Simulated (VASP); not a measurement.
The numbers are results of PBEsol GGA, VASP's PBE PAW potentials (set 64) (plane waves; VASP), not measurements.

Input for VASP

**POSCAR**
```
PbF2
1
    0.0000000000     2.9700000000     2.9700000000
    2.9700000000     0.0000000000     2.9700000000
    2.9700000000     2.9700000000     0.0000000000
Pb F
1 2
Direct
  0.0000000000   0.0000000000   0.0000000000
  0.2500000000   0.2500000000   0.2500000000
  0.7500000000   0.7500000000   0.7500000000
```

INCAR:
```
# general
SYSTEM =PbF2
PREC   =Accurate
ENCUT  =520
LREAL  =.False.
LASPH  =.True.

# electronic loop
EDIFF  =1E-6
NELM   =100
ALGO   =Normal
LMAXMIX=4

# smearing
ISMEAR =0
SIGMA  =0.05

# functional
GGA    =PS

# ions
IBRION =2
NSW    =60
ISIF   =3
EDIFFG =-0.01

# output
LWAVE  =.False.
LCHARG =.False.
```

File KPOINTS:
```
Automatic mesh
0
Gamma
7 7 7
0 0 0
```

POTCAR, in this order: Pb_d F (PBE.64 set). Program: vasp_std.

The run wrote:

OSZICAR:
```
       N       E                     dE             d eps       ncg     rms          rms(c)
DAV:   1     0.300022184455E+03    0.30002E+03   -0.14949E+04   728   0.177E+03
DAV:   2     0.843469527267E+01   -0.29159E+03   -0.28244E+03   840   0.449E+02
DAV:   3    -0.158900524627E+02   -0.24325E+02   -0.24120E+02   838   0.146E+02
DAV:   4    -0.165542849678E+02   -0.66423E+00   -0.66360E+00   768   0.258E+01
DAV:   5    -0.165793935866E+02   -0.25109E-01   -0.25108E-01   804   0.505E+00    0.717E+00
DAV:   6    -0.149616388383E+02    0.16178E+01   -0.86789E+00   942   0.251E+01    0.267E+00
DAV:   7    -0.149424964919E+02    0.19142E-01   -0.39202E-01   726   0.438E+00    0.150E+00
DAV:   8    -0.149327619921E+02    0.97345E-02   -0.94241E-02   728   0.368E+00    0.466E-01
DAV:   9    -0.149306880317E+02    0.20740E-02   -0.19065E-02   828   0.104E+00    0.971E-02
DAV:  10    -0.149320100701E+02   -0.13220E-02   -0.20669E-03   720   0.507E-01    0.325E-02
DAV:  11    -0.149320006802E+02    0.93899E-05   -0.13900E-04   790   0.145E-01    0.170E-02
DAV:  12    -0.149320195714E+02   -0.18891E-04   -0.96297E-05   800   0.105E-01    0.136E-02
DAV:  13    -0.149320175774E+02    0.19941E-05   -0.37065E-05   796   0.660E-02    0.448E-03
DAV:  14    -0.149320174204E+02    0.15700E-06   -0.26149E-06   602   0.123E-02
   1 F= -.14932017E+02 E0= -.14932017E+02  d E =-.149320E+02
       N       E                     dE             d eps       ncg     rms          rms(c)
DAV:   1    -0.151916484569E+02   -0.25963E+00   -0.64947E+00   910   0.368E+01    0.363E+00
DAV:   2    -0.149611844760E+02    0.23046E+00   -0.10987E+00   756   0.109E+01    0.761E-01
DAV:   3    -0.149412073614E+02    0.19977E-01   -0.60793E-02   916   0.415E+00    0.328E-01
DAV:   4    -0.149384850291E+02    0.27223E-02   -0.17205E-02   826   0.203E+00    0.116E-01
DAV:   5    -0.149387049504E+02   -0.21992E-03   -0.28996E-03   776   0.681E-01    0.838E-02
DAV:   6    -0.149385238778E+02    0.18107E-03   -0.78173E-04   922   0.369E-01    0.166E-02
DAV:   7    -0.149385232788E+02    0.59900E-06   -0.62094E-05   812   0.801E-02    0.232E-03
DAV:   8    -0.149385237705E+02   -0.49162E-06   -0.20317E-06   730   0.119E-02
   2 F= -.14938524E+02 E0= -.14938524E+02  d E =-.650635E-02
       N       E                     dE             d eps       ncg     rms          rms(c)
DAV:   1    -0.149441349174E+02   -0.56116E-02   -0.14177E-01   904   0.559E+00    0.527E-01
DAV:   2    -0.149392242581E+02    0.49107E-02   -0.22827E-02   756   0.158E+00    0.110E-01
DAV:   3    -0.149387999314E+02    0.42433E-03   -0.12378E-03   918   0.595E-01    0.475E-02
DAV:   4    -0.149387374158E+02    0.62516E-04   -0.36923E-04   824   0.298E-01    0.163E-02
DAV:   5    -0.149387379844E+02   -0.56867E-06   -0.52149E-05   758   0.951E-02    0.101E-02
DAV:   6    -0.149387346264E+02    0.33581E-05   -0.12964E-05   916   0.507E-02    0.231E-03
DAV:   7    -0.149387346297E+02   -0.33283E-08   -0.89816E-07   476   0.101E-02
   3 F= -.14938735E+02 E0= -.14938735E+02  d E =-.671721E-02
```

### OUTCAR
```
------------------------ aborting loop because EDIFF is reached ----------------------------------------
  FORCE on cell =-STRESS in cart. coord.  units (eV):
  Direction    XX          YY          ZZ          XY          YZ          ZX
  --------------------------------------------------------------------------------------
  Total       -0.0001086     -0.0001086     -0.0001086      0.0000000     -0.0000000     -0.0000000
  in kB       -0.0033985     -0.0033985     -0.0033985      0.0000000     -0.0000000     -0.0000000
  external PRESSURE =      -0.0033985 kB  Pullay stress =       0.0000000 kB
  volume of cell :       51.18
      direct lattice vectors                 reciprocal lattice vectors
     0.000000000  2.946878789  2.946878789    -0.169671044  0.169671044  0.169671044
     2.946878789  0.000000000  2.946878789     0.169671044 -0.169671044  0.169671044
     2.946878789  2.946878789  0.000000000     0.169671044  0.169671044 -0.169671044
 POSITION                                       TOTAL-FORCE (eV/Angst)
 -----------------------------------------------------------------------------------
      0.00000      0.00000      0.00000         0.000000      0.000000     -0.000000
      1.47344      1.47344      1.47344        -0.000000     -0.000000      0.000000
      4.42032      4.42032      4.42032         0.000000     -0.000000      0.000000
 -----------------------------------------------------------------------------------
    total drift:                                0.000000     -0.000000      0.000000
  FREE ENERGIE OF THE ION-ELECTRON SYSTEM (eV)
  ---------------------------------------------------
  free  energy   TOTEN  =       -14.9387346297 eV

  energy  without entropy=      -14.9387346297  energy(sigma->0) =      -14.93873463

 reached required accuracy - stopping structural energy minimisation
```
(Selected blocks of OUTCAR.)

### CONTCAR
```
PbF2
   1.00000000000000
     0.0000000000000000    2.9468787890276995    2.9468787890276995
     2.9468787890276995    0.0000000000000000    2.9468787890276995
     2.9468787890276995    2.9468787890276995    0.0000000000000000
  Pb              F
     1     2
Direct
     0.0000000000000000    0.0000000000000000    0.0000000000000000
     0.2500000000000000    0.2500000000000000    0.2500000000000000
     0.7500000000000000    0.7500000000000000    0.7500000000000000
```

Energy and stress use the plane-wave basis of the starting cell.

The compound is PbF2 in the fluorite structure, the β form. This run relaxes it. Symmetry was kept, so distortions that lower it aren't found.
